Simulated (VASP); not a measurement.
# P: how cutoff and mesh change the relaxed cell, part 2 of 2

Aim: test the relaxed volume of P against cutoff and mesh. The starting structure is a measured crystal structure from the Crystallography Open Database. The first relaxation on each setting starts from this cell expanded by 3 % in volume.

VASP 6.6.1.

Results so far: reference 17.84 Å³ an atom; a cutoff of 260 eV 17.39 Å³ an atom; a 4×3×4 mesh 16.17 Å³ an atom.

**5. Relaxation with a cutoff of 600 eV**

Level of this step: PBEsol; plane waves and PAW (P) (VASP).

Against step 2 the input has ENCUT = 600. This run starts from the cell of an earlier relaxation, which isn't shown; the restart sets up the plane waves anew.

INCAR reads:

```
SYSTEM = P
PREC = Accurate
ENCUT = 600
EDIFF = 1E-06
NELM = 100
ISMEAR = 0
SIGMA = 0.03
LREAL = .FALSE.
ALGO = Normal
GGA = PS
NBANDS = 16
LORBIT = 11
LWAVE = .FALSE.
LCHARG = .FALSE.
KPAR = 8
IBRION = 2
NSW = 50
ISIF = 3
EDIFFG = -0.006
```

POSCAR reads:

```
P
1.0
    3.3146358124      0.0000000000      0.0000000000
    0.0000000000      0.0000000000      4.2003669028
    1.6573179062     -5.1328000647      0.0000000000
P
4
Direct
    0.6054314771      0.4269440315      0.7891370458
    0.8945685229      0.9269440315      0.2108629542
    0.3945685229      0.5730559685      0.2108629542
    0.1054314771      0.0730559685      0.7891370458
```

KPOINTS reads:

```
Automatic mesh
0
Gamma
8 6 8
0 0 0
```

PAW data sets: P (PBE family, release 64).

The run is started by

```console
$ mpirun -np 8 vasp_std
```

Output:

```text
[... set-up lines as in an earlier step ...]
 entering main loop
       N       E                     dE             d eps       ncg     rms          rms(c)
DAV:   1     0.612670114393E+02    0.61267E+02   -0.92350E+03  2688   0.120E+03
DAV:   2    -0.195357556161E+02   -0.80803E+02   -0.78227E+02  3664   0.168E+02
DAV:   3    -0.231888182429E+02   -0.36531E+01   -0.36213E+01  3672   0.374E+01
DAV:   4    -0.232250568494E+02   -0.36239E-01   -0.36184E-01  3296   0.447E+00
[...]
DAV:  10    -0.230336756300E+02    0.50921E-05   -0.69150E-05  3408   0.473E-02    0.298E-02
DAV:  11    -0.230336770340E+02   -0.14040E-05   -0.80963E-06  3376   0.204E-02    0.985E-03
DAV:  12    -0.230336771843E+02   -0.15022E-06   -0.37411E-07  1824   0.426E-03
   1 F= -.23033677E+02 E0= -.23033586E+02  d E =-.230337E+02
[...]
reached required accuracy - stopping structural energy minimisation
```

Wall time 31 s (8 MPI ranks of AMD EPYC 7R43, shared host); peak memory 1.9 GiB; 4 min of CPU time.

OUTCAR, selected parts (step 5):

```text
  Total       -0.0238992      0.0010350      0.0126449      0.0000000      0.0000000      0.0000000
  in kB       -0.5358171      0.0232049      0.2834962      0.0000000      0.0000000      0.0000000
  external PRESSURE =      -0.0763720 kB  Pullay stress =       0.0000000 kB

 POSITION                                       TOTAL-FORCE (eV/Angst)
 -----------------------------------------------------------------------------------
      3.31464     -4.05048      1.79332        -0.000000     -0.001534     -0.002388
      3.31464     -1.08232      3.89351         0.000000      0.001534     -0.002388
      1.65732     -1.08232      2.40705         0.000000      0.001534      0.002388
      1.65732     -4.05048      0.30686        -0.000000     -0.001534      0.002388
 -----------------------------------------------------------------------------------
    total drift:                               -0.000000      0.000000     -0.000000

  FREE ENERGIE OF THE ION-ELECTRON SYSTEM (eV)
  ---------------------------------------------------
  free  energy   TOTEN  =       -23.0336771843 eV

  energy  without entropy=      -23.0334955687  energy(sigma->0) =      -23.03358638

[... 2 parts as in an earlier step ...]

[... 2 further parts left out ...]
[key lines of the parts left out:]
E-fermi :   7.2012
```

With a cutoff of 600 eV the cell ends at 17.866 Å³ an atom, +0.13 % from the reference.

**6. Relaxation with a 10×8×10 mesh**

Against step 2 the input has a 10×8×10 mesh. This run starts from the cell of an earlier relaxation, which isn't shown; the restart sets up the plane waves anew.

INCAR: that of step 5 with these lines changed.

```diff
@@ -2,3 +2,3 @@
 PREC = Accurate
-ENCUT = 600
+ENCUT = 450
 EDIFF = 1E-06
```

POSCAR reads:

```
P
1.0
    3.3154472387      0.0000000000      0.0000000000
    0.0000000000      0.0000000000      4.2053095914
    1.6577236194     -5.1586922776      0.0000000000
P
4
Direct
    0.6048311280      0.4265185009      0.7903377440
    0.8951688720      0.9265185009      0.2096622560
    0.3951688720      0.5734814991      0.2096622560
    0.1048311280      0.0734814991      0.7903377440
```

KPOINTS reads:

```
Automatic mesh
0
Gamma
10 8 10
0 0 0
```

The run is started by

```console
$ mpirun -np 8 vasp_std
```

Output:

```text
[... set-up lines as in an earlier step ...]
 entering main loop
       N       E                     dE             d eps       ncg     rms          rms(c)
DAV:   1     0.513946303416E+02    0.51395E+02   -0.78032E+03  4960   0.954E+02
DAV:   2    -0.202339787079E+02   -0.71629E+02   -0.68966E+02  6824   0.153E+02
DAV:   3    -0.232000795393E+02   -0.29661E+01   -0.29532E+01  6768   0.335E+01
DAV:   4    -0.232283129749E+02   -0.28233E-01   -0.28226E-01  6144   0.395E+00
[...]
DAV:  10    -0.230348695485E+02    0.44501E-05   -0.63156E-05  6272   0.443E-02    0.295E-02
DAV:  11    -0.230348709552E+02   -0.14067E-05   -0.75830E-06  6208   0.198E-02    0.935E-03
DAV:  12    -0.230348711496E+02   -0.19443E-06   -0.40300E-07  3328   0.431E-03
   1 F= -.23034871E+02 E0= -.23034797E+02  d E =-.230349E+02
[...]
reached required accuracy - stopping structural energy minimisation
```

The job ended after 32 s (8 MPI ranks; peak memory 1.7 GiB; 4.1 min of CPU time).

OUTCAR, selected parts (step 6):

```text
  Total        0.0082651     -0.0105264      0.0084322      0.0000000     -0.0000000      0.0000000
  in kB        0.1841096     -0.2344829      0.1878332      0.0000000     -0.0000000      0.0000000
  external PRESSURE =       0.0458200 kB  Pullay stress =       0.0000000 kB

 POSITION                                       TOTAL-FORCE (eV/Angst)
 -----------------------------------------------------------------------------------
      3.31545     -4.07711      1.79364        -0.000000      0.002985     -0.003460
      3.31545     -1.08158      3.89630         0.000000     -0.002985     -0.003460
      1.65772     -1.08158      2.41167         0.000000     -0.002985      0.003460
      1.65772     -4.07711      0.30901        -0.000000      0.002985      0.003460
 -----------------------------------------------------------------------------------
    total drift:                                0.000000     -0.000000     -0.000000

  FREE ENERGIE OF THE ION-ELECTRON SYSTEM (eV)
  ---------------------------------------------------
  free  energy   TOTEN  =       -23.0348711496 eV

  energy  without entropy=      -23.0347218620  energy(sigma->0) =      -23.03479651

[... 1 part as in an earlier step ...]

[... 3 further parts left out ...]
[key lines of the parts left out:]
E-fermi :   7.1613
```

With a 10×8×10 mesh the cell ends at 17.981 Å³ an atom, +0.78 % from the reference, a by +0.0 %, b by +0.5 % and c by +0.2 %.

**7. The runs compared**

| run | volume (Å³/atom) | change (%) | pressure left (GPa) | core minutes |
| --- | --- | --- | --- | --- |
| reference | 17.843 | - | 0.02 | 29.5 |
| a cutoff of 260 eV | 17.393 | -2.52 | 0.01 | 16.3 |
| a 4×3×4 mesh | 16.175 | -9.35 | 0.0 | 10.4 |
| a cutoff of 600 eV | 17.866 | 0.13 | -0.01 | 49.7 |
| a 10×8×10 mesh | 17.981 | 0.78 | 0.0 | 42.8 |

Core minutes are wall time times ranks, summed over the relaxations behind a row (those for a bulk modulus apart), on shared hosts.

**8. Summary of results**

```json
{
 "volume of the reference": "17.84 Å³/atom",
 "volume against the reference, a cutoff of 260 eV": "-2.52 %",
 "volume against the reference, a 4×3×4 mesh": "-9.35 %",
 "volume against the reference, a cutoff of 600 eV": "+0.13 %",
 "volume against the reference, a 10×8×10 mesh": "+0.78 %"
}
```

In words: The volume moves most with a 4×3×4 mesh: -9.35 %, a by +4.1 %, b by -3.1 % and c by -10.1 % against the reference (450 eV, 8×6×8 mesh). On finer settings it changes by +0.13 % with a cutoff of 600 eV and +0.78 % with a 10×8×10 mesh. A change this large on a finer setting means that the reference isn't converged, that its relaxation stopped early along a soft direction, or that the runs ended in different electronic states. The bonds form layers, and no dispersion term is on, so the spacing between them is unreliable throughout. A cell that shrinks at the lower cutoff is the usual mark of Pulay stress, the error that a plane-wave basis makes when it is kept while the volume changes. Further runs on this material are not shown.

[Lines on the potential files, build, host, timing and source positions are cut from VASP's logs without a mark.]

[Logs are printed without paths, hosts, clocks, repeated set-up lines and the standing remarks that a program may print on its own settings, such as how far it seeks lower states.]

[Hosts, paths, dates, database ids (printed as entryN), source tags and the programs' standing remarks are cut or masked in the printed files.]
